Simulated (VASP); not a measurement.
Input:

```yaml
crystal:
  lattice:
    - [0.00000, 2.98599, 2.98599]
    - [2.98599, 0.00000, 2.98599]
    - [2.98599, 2.98599, 0.00000]
  atoms:
    - { symbol: Ca, position: [0.00000, 0.00000, 0.00000] }
    - { symbol: Se, position: [0.50000, 0.50000, 0.50000] }
```

Computed with r2SCAN meta-GGA, VASP's PBE PAW potentials (set 64) (plane waves; VASP). Run with 480 eV cut-off, 8×8×8 Γ-centred mesh, Gaussian smearing of 0.050 eV, potentials Ca_sv Se.

Task: Estimate the energy per atom (σ→0).

Result: 
```yaml
energy per atom (σ→0): -12.989 eV/atom
```

The compound is CaSe in the rock salt structure. This cell was strained or had an atom moved on purpose.
